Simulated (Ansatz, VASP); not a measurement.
# Mo2NO2: VASP beside Ansatz, part 2 of 2

Aim: how closely do two programs agree when they are given the same cell, functional and k mesh? The cell is taken from a series of runs on this material, whose earlier steps may have relaxed, scaled, displaced or heated it; both programs get it as it stands.

VASP 6.6.1 and Ansatz 0.2.0.

So far. Step 2 (VASP: single point, PBEsol, pair 1): The run ends at a pressure of 0.11 GPa, with forces up to 0.22 eV/Å.

## 4. Differences

Known differences besides the potentials themselves: Ansatz cuts the interaction across the vacuum, VASP repeats the sheet with a dipole correction; the cutoff is 420 eV in Ansatz and 520 eV in VASP; Ansatz makes its cores anew for this functional, VASP keeps those of its PBE data sets. Total energies have different zeros and are not compared.

Forces (eV/Å; atoms numbered as in POSCAR):

```csv
atom,"Ansatz x, y, z","VASP x, y, z"
N1,"0.047, 0.000, 0.000","0.042, 0.000, 0.000"
N2,"-0.047, 0.000, 0.000","-0.042, 0.000, 0.000"
Mo3,"-0.068, 0.004, 0.164","-0.060, 0.003, 0.216"
Mo4,"0.068, 0.004, 0.164","0.060, 0.003, 0.216"
Mo5,"0.068, -0.004, -0.164","0.060, -0.003, -0.216"
Mo6,"-0.068, -0.004, -0.164","-0.060, -0.003, -0.216"
O7,"0.002, -0.045, -0.003","-0.003, -0.044, 0.020"
O8,"-0.002, -0.045, -0.003","0.003, -0.044, 0.020"
O9,"-0.002, 0.045, 0.003","0.003, 0.044, -0.020"
O10,"0.002, 0.045, 0.003","-0.003, 0.044, -0.020"
```

The forces differ by 21 meV/Å r.m.s., which is 24.9 % of the r.m.s. force of 0.084 eV/Å (both taken over all components). With vacuum in the cell, a pressure given here is an average over mostly empty space and none of the material.

## 5. VASP: single point, PBEsol, pair 2

A single point gives forces, pressure and levels at one fixed geometry, so differences don't come from the geometry; what else differs is listed under the comparison.

The input, INCAR:

```
SYSTEM = Mo2NO2
PREC = Accurate
ENCUT = 520
EDIFF = 1E-06
NELM = 120
ISMEAR = 1
SIGMA = 0.2
LREAL = .FALSE.
ALGO = Normal
GGA = PS
NBANDS = 55
LASPH = .TRUE.
LORBIT = 11
LWAVE = .FALSE.
LCHARG = .FALSE.
ISIF = 2
LDIPOL = .TRUE.
IDIPOL = 3
DIPOL = 0.5 0.5 0.307
LVHAR = .TRUE.
GGA_COMPAT = .FALSE.
NELMDL = -8
KPAR = 2
```

The input, POSCAR:

```
Mo2NO2
1.0
    3.1275982884      0.0000000000      0.0000000000
    0.0000000001      5.4171591411      0.0000000000
    0.0000000000      0.0000000000     32.6000000000
N Mo O
2 4 4
Direct
    0.4552372181      0.5000000000      0.3067484663
    0.0447627819      1.0000000000      0.3067484663
    0.9587465803      0.3333333333      0.3385219659
    0.5412534197      0.8333333333      0.3385219659
    0.5412534197      0.1666666667      0.2749749666
    0.9587465803      0.6666666667      0.2749749666
    0.4761899118      0.1666666667      0.3700275879
    0.0238100882      0.6666666667      0.3700275879
    0.0238100882      0.3333333333      0.2434693446
    0.4761899118      0.8333333333      0.2434693446
```

The input, KPOINTS:

```
Automatic mesh
0
Gamma
12 8 1
0 0 0
```

Potentials, in the order of the species: N, Mo_sv and O (PBE family, release 64).

Launch:

```bash
$ mpirun -np 2 vasp_std
```

Numbers of over 12 decimals in the logs are rounded to 6 here.

Output:

```text
[banner, memory and clock lines left out]
running    2 mpi-ranks, on    1 nodes
[...]
[... a notice as in an earlier step ...]

 LDA part: xc-table for (Slater+PW92), standard interpolation
 POSCAR, INCAR and KPOINTS ok, starting setup
[...]
entering main loop
       N       E                     dE             d eps       ncg     rms          rms(c)
DAV:   1     0.864044495851E+03    0.86404E+03   -0.49598E+04  5162   0.134E+03
DAV:   2    -0.242616764448E+02   -0.88831E+03   -0.87358E+03  5082   0.355E+02
DAV:   3    -0.110240007454E+03   -0.85978E+02   -0.84518E+02  4508   0.106E+02
DAV:   4    -0.113269416722E+03   -0.30294E+01   -0.29888E+01  4972   0.195E+01
[...]
DAV:  25    -0.966979955781E+02   -0.25060E-05   -0.11272E-07  2485   0.103E-03    0.557E-04
DAV:  26    -0.966979979221E+02   -0.23440E-05   -0.10580E-07  2499   0.897E-04    0.114E-04
DAV:  27    -0.966979985518E+02   -0.62965E-06   -0.40606E-08  2240   0.507E-04
   1 F= -.96697999E+02 E0= -.96696069E+02  d E =-.578806E-02
```

OUTCAR, selected parts (step 5):

```text
  Total        2.1134035     -3.1569849      2.2573968     -0.0000000     -0.6707597     -0.0000000
  in kB        6.1304569     -9.1576266      6.5481456     -0.0000000     -1.9457068     -0.0000000
  external PRESSURE =       1.1736586 kB  Pullay stress =       0.0000000 kB

 POSITION                                       TOTAL-FORCE (eV/Angst)
 -----------------------------------------------------------------------------------
      1.42380      2.70858     10.00000         0.242768      0.000000      0.000000
      0.14000      0.00000     10.00000        -0.242768      0.000000      0.000000
      2.99857      1.80572     11.03582         0.081636      0.011101      0.517699
      1.69282      4.51430     11.03582        -0.081636      0.011101      0.517699
      1.69282      0.90286      8.96418        -0.081636     -0.011101     -0.517699
      2.99857      3.61144      8.96418         0.081636     -0.011101     -0.517699
      1.48933      0.90286     12.06290        -0.011944     -0.086606      0.032931
      0.07447      3.61144     12.06290         0.011944     -0.086606      0.032931
      0.07447      1.80572      7.93710         0.011944      0.086606     -0.032931
      1.48933      4.51430      7.93710        -0.011944      0.086606     -0.032931
 -----------------------------------------------------------------------------------
    total drift:                               -0.000000     -0.000001     -0.000211

  FREE ENERGIE OF THE ION-ELECTRON SYSTEM (eV)
  ---------------------------------------------------
  free  energy   TOTEN  =       -96.6979985518 eV

  energy  without entropy=      -96.6922104869  energy(sigma->0) =      -96.69606920

[... 2 parts as in an earlier step ...]

[... 1 further part left out ...]
[key lines of the parts left out:]
E-fermi :  -3.0348
```

The run ends at a pressure of 0.12 GPa, with forces up to 0.52 eV/Å.

## 6. Ansatz: single point, PBEsol, pair 2

The same cell, functional, mesh and smearing now go to Ansatz, which takes its cutoff from its data sets.

The cell is taken from a series of runs on this material, whose earlier steps may have relaxed, scaled, displaced or heated it; both programs get it as it stands.

The input, input.yaml:

```yaml
crystal:
  lattice:
    - [3.1275982884, 0.0, 0.0]
    - [1.0e-10, 5.4171591411, 0.0]
    - [0.0, 0.0, 32.6]
  atoms:
    - { symbol: "N", position: [0.4552372181, 0.5, 0.3067484663] }
    - { symbol: "N", position: [0.0447627819, 0.0, 0.3067484663] }
    - { symbol: Mo, position: [-0.0412534197, 0.3333333333, 0.3385219659] }
    - { symbol: Mo, position: [0.5412534197, 0.8333333333, 0.3385219659] }
    - { symbol: Mo, position: [0.5412534197, 0.1666666667, 0.2749749666] }
    - { symbol: Mo, position: [-0.0412534197, 0.6666666667, 0.2749749666] }
    - { symbol: O, position: [0.4761899118, 0.1666666667, 0.3700275879] }
    - { symbol: O, position: [0.0238100882, 0.6666666667, 0.3700275879] }
    - { symbol: O, position: [0.0238100882, 0.3333333333, 0.2434693446] }
    - { symbol: O, position: [0.4761899118, 0.8333333333, 0.2434693446] }
  periodic: [true, true, false]
kpoints:
  mp_grid: { grid: [12, 8, 1] }
hamiltonian:
  xc: pbesol
  pseudopotentials: { kind: paw, azcp: { folder: soft_1 }, xc_functional: pbe }
scf:
  occupations: { method: methfessel_paxton, width: 0.2 }
output:
  forces: true
  stress: true
  eigenvalues: true
  write_density: true
  write_potential: true
  elf: true
  volumetric_format: npy
```

Launch:

```bash
$ ansatz run input.yaml --threads 8 --pin off --max-ram 16384MiB --backend cpu --events-out ev --progress --plain --runs-dir out
```

Output:

```text
[...]
Crystal: 10 atoms, lattice volume = 552.332 Å³
Basis set: ecut = 420 eV, 10785 PW (Γ), exchange–correlation on 48×80×450 points (8 copies of the dense FFT grid, shifted against one another)
Bands: 55, of which v1, the nominal top of the filled ones, is band 45 counted from 1 (44 counted from 0)
Symmetry: 4 space group operations
[...]
k-points: 35 of 96
[...]
k-point 0: bands = [... 41 lower, -8.5228, -8.0455, -7.1455, -5.8610, -5.7647, -5.5966, -5.4139, -5.1043, ... 6 higher]
  k-point 1: bands = [... 41 lower, -8.2838, -8.0457, -7.2560, -5.9610, -5.7272, -5.5796, -5.2466, -5.0509, ... 6 higher]
  k-point 2: bands = [... 41 lower, -8.0484, -7.8441, -7.4014, -6.0045, -5.9128, -5.3126, -5.0076, -4.9027, ... 6 higher]
  k-point 34: bands = [... 41 lower, -8.0687, -6.1555, -6.1555, -6.1253, -6.1253, -4.8979, -4.8979, -4.6599, ... 6 higher]
[key lines of the parts left out:]
SCF converged after 10 iterations
Free energy (F): -22591.668572 eV
Fermi energy:    -6.028770 eV
P = ½ c Tr σ = -0.9563 N/m
```

## 7. Differences

Forces (eV/Å; atoms numbered as in POSCAR):

```csv
atom,"Ansatz x, y, z","VASP x, y, z"
N1,"0.252, 0.000, 0.000","0.243, 0.000, 0.000"
N2,"-0.252, 0.000, 0.000","-0.243, 0.000, 0.000"
Mo3,"0.067, 0.010, 0.464","0.082, 0.011, 0.518"
Mo4,"-0.067, 0.010, 0.464","-0.082, 0.011, 0.518"
Mo5,"-0.067, -0.010, -0.464","-0.082, -0.011, -0.518"
Mo6,"0.067, -0.010, -0.464","0.082, -0.011, -0.518"
O7,"-0.002, -0.087, 0.009","-0.012, -0.087, 0.033"
O8,"0.002, -0.087, 0.009","0.012, -0.087, 0.033"
O9,"0.002, 0.087, -0.009","0.012, 0.087, -0.033"
O10,"-0.002, 0.087, -0.009","-0.012, 0.087, -0.033"
```

The forces differ by 23 meV/Å r.m.s., which is 11.1 % of the r.m.s. force of 0.204 eV/Å (both taken over all components). With vacuum in the cell, a pressure given here is an average over mostly empty space and none of the material.

## 8. VASP: single point, PBEsol, pair 3

A single point gives forces, pressure and levels at one fixed geometry, so differences don't come from the geometry; what else differs is listed under the comparison.

INCAR is that of step 5.

The input, POSCAR:

```
Mo2NO2
1.0
    3.1275982884      0.0000000000      0.0000000000
    0.0000000001      5.4171591411      0.0000000000
    0.0000000000      0.0000000000     32.6000000000
N Mo O
2 4 4
Direct
    0.4296584856      0.5000000000      0.3067484663
    0.0703415144      1.0000000000      0.3067484663
    0.9351731976      0.3333333333      0.3385219659
    0.5648268024      0.8333333333      0.3385219659
    0.5648268024      0.1666666667      0.2749749666
    0.9351731976      0.6666666667      0.2749749666
    0.4625841471      0.1666666667      0.3700275879
    0.0374158529      0.6666666667      0.3700275879
    0.0374158529      0.3333333333      0.2434693446
    0.4625841471      0.8333333333      0.2434693446
```

KPOINTS is that of step 5.

Launch:

```bash
$ mpirun -np 2 vasp_std
```

Output:

```text
[... set-up lines as in an earlier step ...]
 entering main loop
       N       E                     dE             d eps       ncg     rms          rms(c)
DAV:   1     0.865531530503E+03    0.86553E+03   -0.49590E+04  5154   0.134E+03
DAV:   2    -0.244789816822E+02   -0.89001E+03   -0.87538E+03  5136   0.355E+02
DAV:   3    -0.109998422965E+03   -0.85519E+02   -0.84129E+02  4478   0.106E+02
DAV:   4    -0.112967791948E+03   -0.29694E+01   -0.29400E+01  5023   0.194E+01
[...]
DAV:  25    -0.965211715378E+02   -0.27696E-05   -0.10558E-07  2458   0.913E-04    0.277E-04
DAV:  26    -0.965211743483E+02   -0.28104E-05   -0.14394E-07  2612   0.907E-04    0.165E-04
DAV:  27    -0.965211748060E+02   -0.45774E-06   -0.38912E-08  2310   0.529E-04
   1 F= -.96521175E+02 E0= -.96522545E+02  d E =0.411204E-02
```

From OUTCAR (step 8):

```text
  Total        3.7306000     -7.2906418      5.2353614     -0.0000000     -0.7977974     -0.0000000
  in kB       10.8215411    -21.1483349     15.1864788     -0.0000000     -2.3142113     -0.0000000
  external PRESSURE =       1.6198950 kB  Pullay stress =       0.0000000 kB

 POSITION                                       TOTAL-FORCE (eV/Angst)
 -----------------------------------------------------------------------------------
      1.34380      2.70858     10.00000         0.777709      0.000000     -0.000000
      0.22000      0.00000     10.00000        -0.777709      0.000000     -0.000000
      2.92485      1.80572     11.03582         0.671777     -0.020493      1.135133
      1.76655      4.51430     11.03582        -0.671777     -0.020493      1.135133
      1.76655      0.90286      8.96418        -0.671777      0.020493     -1.135133
      2.92485      3.61144      8.96418         0.671777      0.020493     -1.135133
      1.44678      0.90286     12.06290         0.024693     -0.086071      0.083759
      0.11702      3.61144     12.06290        -0.024693     -0.086071      0.083759
      0.11702      1.80572      7.93710        -0.024693      0.086071     -0.083759
      1.44678      4.51430      7.93710         0.024693      0.086071     -0.083759
 -----------------------------------------------------------------------------------
    total drift:                                0.000000     -0.000010     -0.000179

  FREE ENERGIE OF THE ION-ELECTRON SYSTEM (eV)
  ---------------------------------------------------
  free  energy   TOTEN  =       -96.5211748060 eV

  energy  without entropy=      -96.5252868510  energy(sigma->0) =      -96.52254549

[... 2 parts as in an earlier step ...]

[... 1 further part left out ...]
[key lines of the parts left out:]
E-fermi :  -3.0251
```

The run ends at a pressure of 0.16 GPa, with forces up to 1.3 eV/Å.

## 9. Ansatz: single point, PBEsol, pair 3

The same cell, functional, mesh and smearing now go to Ansatz, which takes its cutoff from its data sets.

The cell is taken from a series of runs on this material, whose earlier steps may have relaxed, scaled, displaced or heated it; both programs get it as it stands.

The input, input.yaml:

```yaml
crystal:
  lattice:
    - [3.1275982884, 0.0, 0.0]
    - [1.0e-10, 5.4171591411, 0.0]
    - [0.0, 0.0, 32.6]
  atoms:
    - { symbol: "N", position: [0.4296584856, 0.5, 0.3067484663] }
    - { symbol: "N", position: [0.0703415144, 0.0, 0.3067484663] }
    - { symbol: Mo, position: [-0.0648268024, 0.3333333333, 0.3385219659] }
    - { symbol: Mo, position: [0.5648268024, 0.8333333333, 0.3385219659] }
    - { symbol: Mo, position: [0.5648268024, 0.1666666667, 0.2749749666] }
    - { symbol: Mo, position: [-0.0648268024, 0.6666666667, 0.2749749666] }
    - { symbol: O, position: [0.4625841471, 0.1666666667, 0.3700275879] }
    - { symbol: O, position: [0.0374158529, 0.6666666667, 0.3700275879] }
    - { symbol: O, position: [0.0374158529, 0.3333333333, 0.2434693446] }
    - { symbol: O, position: [0.4625841471, 0.8333333333, 0.2434693446] }
  periodic: [true, true, false]
kpoints:
  mp_grid: { grid: [12, 8, 1] }
hamiltonian:
  xc: pbesol
  pseudopotentials: { kind: paw, azcp: { folder: soft_1 }, xc_functional: pbe }
scf:
  occupations: { method: methfessel_paxton, width: 0.2 }
output:
  forces: true
  stress: true
  eigenvalues: true
```

Launch:

```bash
$ ansatz run input.yaml --threads 8 --pin off --max-ram 16384MiB --backend cpu --events-out ev --progress --plain --runs-dir out
```

Output:

```text
[...]
Crystal: 10 atoms, lattice volume = 552.332 Å³
Basis set: ecut = 420 eV, 10785 PW (Γ), exchange–correlation on 48×80×450 points (8 copies of the dense FFT grid, shifted against one another)
Bands: 55, of which v1, the nominal top of the filled ones, is band 45 counted from 1 (44 counted from 0)
Symmetry: 4 space group operations
[...]
k-points: 35 of 96
[...]
k-point 0: bands = [... 41 lower, -8.3342, -8.1154, -7.5093, -6.0838, -5.6334, -5.5524, -5.3095, -5.2629, ... 6 higher]
  k-point 1: bands = [... 41 lower, -8.2304, -8.0957, -7.6337, -6.1543, -5.5146, -5.4780, -5.3540, -5.2222, ... 6 higher]
  k-point 2: bands = [... 41 lower, -8.0981, -7.9250, -7.7774, -6.2072, -5.6623, -5.3028, -5.2210, -5.0057, ... 6 higher]
  k-point 34: bands = [... 41 lower, -8.1557, -6.2738, -6.2738, -5.9675, -5.9675, -4.9099, -4.9099, -4.6624, ... 6 higher]
[key lines of the parts left out:]
SCF converged after 10 iterations
Free energy (F): -22591.493241 eV
Fermi energy:    -6.017677 eV
P = ½ c Tr σ = -2.1576 N/m
```

## 10. Differences

Forces (eV/Å; atoms numbered as in POSCAR):

```csv
atom,"Ansatz x, y, z","VASP x, y, z"
N1,"0.793, 0.000, 0.000","0.778, 0.000, 0.000"
N2,"-0.793, 0.000, 0.000","-0.778, 0.000, 0.000"
Mo3,"0.647, -0.026, 1.077","0.672, -0.020, 1.135"
Mo4,"-0.647, -0.026, 1.077","-0.672, -0.020, 1.135"
Mo5,"-0.647, 0.026, -1.077","-0.672, 0.020, -1.135"
Mo6,"0.647, 0.026, -1.077","0.672, 0.020, -1.135"
O7,"0.041, -0.084, 0.058","0.025, -0.086, 0.084"
O8,"-0.041, -0.084, 0.058","-0.025, -0.086, 0.084"
O9,"-0.041, 0.084, -0.058","-0.025, 0.086, -0.084"
O10,"0.041, 0.084, -0.058","0.025, 0.086, -0.084"
```

The forces differ by 26 meV/Å r.m.s., which is 4.9 % of the r.m.s. force of 0.524 eV/Å (both taken over all components). With vacuum in the cell, a pressure given here is an average over mostly empty space and none of the material.

## 11. Outcome

```
r.m.s. force difference (single point, PBEsol, pair 1) : 21 meV/Å
r.m.s. force difference (single point, PBEsol, pair 2) : 11 % of the r.m.s. force
r.m.s. force difference (single point, PBEsol, pair 3) : 4.9 % of the r.m.s. force
```

In words: The r.m.s. force difference is 11 % of the r.m.s. force (single point, PBEsol, pair 2), beyond the 3 % picked in this series as the mark of a large difference. What causes the difference of the single point, PBEsol, pair 1 pair stays open here. What causes the difference of the single point, PBEsol, pair 2 pair stays open here. What causes the difference of the single point, PBEsol, pair 3 pair stays open here. How closely two codes agree says nothing of how well the functional describes the real material.

[Lines on the potential files, build, host, timing and source positions are cut from VASP's logs without a mark.]

[Logs are printed without paths, hosts, clocks, repeated set-up lines and the standing remarks that a program may print on its own settings, such as how far it seeks lower states.]

[Hosts, paths, dates, database ids (printed as entryN), source tags and the programs' standing remarks are cut or masked in the printed files.]
